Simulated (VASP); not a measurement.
Calculation: TPSS meta-GGA, VASP's PBE PAW potentials (set 64) (plane waves; VASP).

The input files of a VASP run:

INCAR:
```
# general
SYSTEM   =  NaI
PREC     =  Accurate
ENCUT    =  520   # plane-wave cut-off (eV)
LREAL    =  .FALSE.   # projection in real space or not
LASPH    =  .TRUE.   # aspherical one-centre terms

# electronic loop
EDIFF    =  1E-7   # SCF stop (eV)
NELM     =  100
ALGO     =  Normal
LMAXMIX  =  4
LMIXTAU  =  .TRUE.

# smearing
ISMEAR   =  0   # Gaussian
SIGMA    =  0.05   # width (eV)

# functional
METAGGA  =  TPSS

# ions
ISIF     =  2   # forces and stress, cell fixed

# output
LWAVE    =  .FALSE.
LCHARG   =  .FALSE.
```

**KPOINTS**
```
Automatic
0
G
 7 7 7
0 0 0
```

POSCAR:
```
NaI
1
    0.0000000000     3.2622820128     3.2622820128
    3.2622820128     0.0000000000     3.2622820128
    3.2622820128     3.2622820128     0.0000000000
Na I
1 1
Direct
  0.0000000000   0.0000000000   0.0000000000
  0.5000000000   0.5000000000   0.5000000000
```

POTCAR, in this order: Na_pv I (PBE.64 set). Program: vasp_std.

The run wrote:

File OUTCAR:
```
 ion  position               nearest neighbor table
   1  0.000  0.000  0.000-
   2  0.500  0.500  0.500-
  LATTYP: Found a face centered cubic cell.
 ALAT       =     6.5245640256
 Subroutine PRICEL returns:
 Original cell was already a primitive cell.
 Subroutine GETGRP returns: Found 48 space group operations
The static configuration has the point symmetry O_h .
The dynamic configuration has the point symmetry O_h .
 Subroutine INISYM returns: Found 48 space group operations
 Subroutine IBZKPT returns following result:
 Found     20 irreducible k-points:

 Following reciprocal coordinates:
            Coordinates               Weight
  0.000000  0.000000  0.000000      1.000000
  0.142857  0.000000  0.000000      8.000000
  0.285714  0.000000  0.000000      8.000000
  0.428571  0.000000  0.000000      8.000000
  0.142857  0.142857  0.000000      6.000000
  0.285714  0.142857  0.000000     24.000000
  0.428571  0.142857  0.000000     24.000000
 -0.428571  0.142857  0.000000     24.000000
 -0.285714  0.142857  0.000000     24.000000
 -0.142857  0.142857  0.000000     12.000000
  0.285714  0.285714  0.000000      6.000000
  0.428571  0.285714  0.000000     24.000000
 -0.428571  0.285714  0.000000     24.000000
 -0.285714  0.285714  0.000000     12.000000
  0.428571  0.428571  0.000000      6.000000
 -0.428571  0.428571  0.000000     12.000000
  0.428571  0.285714  0.142857     24.000000
 -0.428571  0.285714  0.142857     48.000000
 -0.428571  0.428571  0.142857     24.000000
 -0.285714  0.428571  0.142857     24.000000
   k-points           NKPTS =     20   k-points in BZ     NKDIM =     20   number of bands    NBANDS=     11
   number of dos      NEDOS =    301   number of ions     NIONS =      2
   total plane-waves  NPLWV =  46656
   dimension x,y,z NGX =    36 NGY =   36 NGZ =   36
...
```

**OSZICAR**
```
       N       E                     dE             d eps       ncg     rms          rms(c)
DAV:   1     0.741187088276E+02    0.74119E+02   -0.71196E+03   440   0.121E+03
DAV:   2    -0.712014252913E+01   -0.81239E+02   -0.76423E+02   476   0.254E+02
DAV:   3    -0.148893425034E+02   -0.77692E+01   -0.77229E+01   541   0.828E+01
DAV:   4    -0.151351921685E+02   -0.24585E+00   -0.24566E+00   515   0.144E+01
DAV:   5    -0.151431335275E+02   -0.79414E-02   -0.79411E-02   554   0.282E+00    0.164E+00
DAV:   6    -0.168805290156E+02   -0.17374E+01   -0.21807E+00   440   0.256E+01    0.112E+00
DAV:   7    -0.167286476738E+02    0.15188E+00   -0.19599E+03   440   0.532E+04    0.915E-01
DAV:   8    -0.168939091479E+02   -0.16526E+00   -0.46974E-01   440   0.974E+00    0.276E-01
DAV:   9    -0.169069424367E+02   -0.13033E-01   -0.10440E-02   509   0.105E+00    0.155E-01
DAV:  10    -0.169052348956E+02    0.17075E-02   -0.74158E-03   455   0.122E+00    0.110E-01
DAV:  11    -0.169040381137E+02    0.11968E-02   -0.14527E-02   455   0.143E+00    0.113E-01
DAV:  12    -0.169079356304E+02   -0.38975E-02   -0.87749E-04   443   0.360E-01    0.805E-02
DAV:  13    -0.169100667078E+02   -0.21311E-02   -0.23699E-03   452   0.565E-01    0.270E-02
DAV:  14    -0.169100350022E+02    0.31706E-04   -0.10784E-04   500   0.114E-01    0.283E-02
DAV:  15    -0.169100497959E+02   -0.14794E-04   -0.28196E-06   485   0.183E-02    0.175E-02
DAV:  16    -0.169100879835E+02   -0.38188E-04   -0.19277E-05   455   0.438E-02    0.975E-03
DAV:  17    -0.169100898741E+02   -0.18906E-05   -0.23812E-06   500   0.176E-02    0.170E-03
DAV:  18    -0.169100910043E+02   -0.11302E-05   -0.45731E-07   461   0.919E-03    0.354E-03
DAV:  19    -0.169100910601E+02   -0.55830E-07   -0.15697E-08   286   0.176E-03
   1 F= -.16910091E+02 E0= -.16910091E+02  d E =-.940110E-21
```

### OUTCAR
```
------------------------ aborting loop because EDIFF is reached ----------------------------------------
  FORCE on cell =-STRESS in cart. coord.  units (eV):
  Direction    XX          YY          ZZ          XY          YZ          ZX
  --------------------------------------------------------------------------------------
  Total       -0.0102010     -0.0102010     -0.0102010     -0.0000000      0.0000000     -0.0000000
  in kB       -0.2353749     -0.2353749     -0.2353749     -0.0000000      0.0000000     -0.0000000
  external PRESSURE =      -0.2353749 kB  Pullay stress =       0.0000000 kB
  volume of cell :       69.44
      direct lattice vectors                 reciprocal lattice vectors
     0.000000000  3.262282013  3.262282013    -0.153266946  0.153266946  0.153266946
     3.262282013  0.000000000  3.262282013     0.153266946 -0.153266946  0.153266946
     3.262282013  3.262282013  0.000000000     0.153266946  0.153266946 -0.153266946
  FREE ENERGIE OF THE ION-ELECTRON SYSTEM (eV)
  ---------------------------------------------------
  free  energy   TOTEN  =       -16.9100910601 eV

  energy  without entropy=      -16.9100910601  energy(sigma->0) =      -16.91009106
```
(Selected blocks of OUTCAR.)

**OUTCAR**
```
 val. band max:        0.5179256536   @ k =   0.0000   0.0000   0.0000

 cond. band min:       4.3979138015   @ k =   0.0000   0.0000   0.0000


 Fermi energy:         0.8345821465

 k-point     1 :       0.0000    0.0000    0.0000
  band No.  band energies     occupation
      1     -22.1306      2.00000
      2     -22.1306      2.00000
      3     -22.1306      2.00000
      4     -10.5279      2.00000
      5       0.5179      2.00000
      6       0.5179      2.00000
      7       0.5179      2.00000
      8       4.3979      0.00000
      9       8.6638      0.00000
     10       8.6638      0.00000
     11       8.6638      0.00000

 k-point     2 :       0.1429    0.0000    0.0000
  band No.  band energies     occupation
      1     -22.1314      2.00000
      2     -22.1306      2.00000
      3     -22.1306      2.00000
      4     -10.4744      2.00000
      5      -0.0262      2.00000
      6       0.4633      2.00000
      7       0.4633      2.00000
      8       5.0184      0.00000
      9       8.2035      0.00000
     10       8.8382      0.00000
     11       8.8382      0.00000

 k-point     3 :       0.2857    0.0000    0.0000
  band No.  band energies     occupation
      1     -22.1334      2.00000
      2     -22.1307      2.00000
      3     -22.1307      2.00000
      4     -10.3485      2.00000
      5      -0.9302      2.00000
      6       0.3469      2.00000
      7       0.3469      2.00000
      8       5.7512      0.00000
      9       8.3499      0.00000
     10       8.5909      0.00000
     11       8.5909      0.00000

 k-point     4 :       0.4286    0.0000    0.0000
  band No.  band energies     occupation
      1     -22.1349      2.00000
      2     -22.1308      2.00000
      3     -22.1308      2.00000
      4     -10.2414      2.00000
      5      -1.5086      2.00000
      6       0.2592      2.00000
      7       0.2592      2.00000
      8       5.8035      0.00000
      9       8.2356      0.00000
...
```

Unless said otherwise, spin-orbit coupling is left out, though it shifts the bands of the heavy elements here.

The compound is NaI in the rock salt structure. It was relaxed first.
